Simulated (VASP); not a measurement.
**Mg3Mn: single point with PBEsol**

Mg3Mn:

```
CELL_PARAMETERS angstrom
4.29757 0.00000 0.00000
0.00000 4.29757 0.00000
0.00000 0.00000 4.29757
ATOMIC_POSITIONS crystal
Mg 0.50000 0.50000 0.00000
Mg 0.50000 0.00000 0.50000
Mg 0.00000 0.50000 0.50000
Mn 0.00000 0.00000 0.00000
```

The cell comes from a database or a generator and needn't be the stable form of this composition.

| Item | Value |
| --- | --- |
| Program | VASP 6.6.1 |
| Task | single point |
| Functional | PBEsol |
| Potentials or basis | VASP PAW PBE potentials, release 64 (Mg, Mn_pv) |
| Cutoff | 520 eV |
| k mesh | 6 × 6 × 6 |
| Occupations | fermi-dirac, width 0.1 eV |
| Spin | collinear spin, typed start |
| Starting moments | [0.0, 0.0, 0.0, 4.0] μB |
| Dipole correction | no |
| Further INCAR settings | ALGO = Normal; EDIFF = 1e-06; NBANDS = 22 |

```yaml
Pressure: -1.6 GPa
Band_gap_on_the_k_mesh: none (metal or under the smearing width)
Net_moment: 3.50 μB per cell
Site_moments: Mg -0.03; Mn +3.59 μB
Valence_electrons_inside_the_program's_atomic_spheres: Mg 0.37; Mn 11.43
```

Levels at points of the mesh, in eV from the Fermi level:
Spin up:
| k point | band 8 | band 9 | band 10 | band 11 | band 12 | band 13 | band 14 | band 15 |
| --- | --- | --- | --- | --- | --- | --- | --- | --- |
| (0.00, 0.00, 0.00) | -2.28 | -2.28 | 0.23 | 0.23 | 0.23 | 1.06 | 2.99 | 2.99 |
| (0.50, 0.00, 0.00) | -2.51 | -2.25 | -2.10 | 2.09 | 2.09 | 2.36 | 2.84 | 2.84 |
| (0.50, 0.50, 0.00) | -2.44 | -2.44 | -2.12 | -1.94 | -1.32 | 3.67 | 4.00 | 5.07 |
| (0.50, 0.50, 0.50) | -2.12 | -1.73 | -1.36 | -1.36 | -1.36 | -1.03 | 0.63 | 0.63 |
Spin down:
```tsv
k point	band 3	band 4	band 5	band 6	band 7	band 8	band 9	band 10	band 11	band 12
(0.00, 0.00, 0.00)	-45.91	-7.11	-0.62	-0.62	0.29	0.29	0.29	0.75	0.75	0.75
(0.50, 0.00, 0.00)	-45.91	-5.18	-4.98	-0.24	-0.07	-0.07	0.83	1.12	2.33	2.33
(0.50, 0.50, 0.00)	-45.91	-3.59	-3.06	-3.06	-2.92	0.30	0.30	1.00	1.21	1.28
(0.50, 0.50, 0.50)	-45.91	-1.77	-1.76	-1.76	-1.76	-1.29	-1.29	-1.29	-0.10	1.22
```

Run time: 30 s on 1 thread of Intel(R) Xeon(R) Platinum 8559C (Emerald Rapids), with other jobs on the host, peak memory 0.23 GiB.

Caveat: the PAW data sets were made with another functional, which shifts forces and pressure a little.
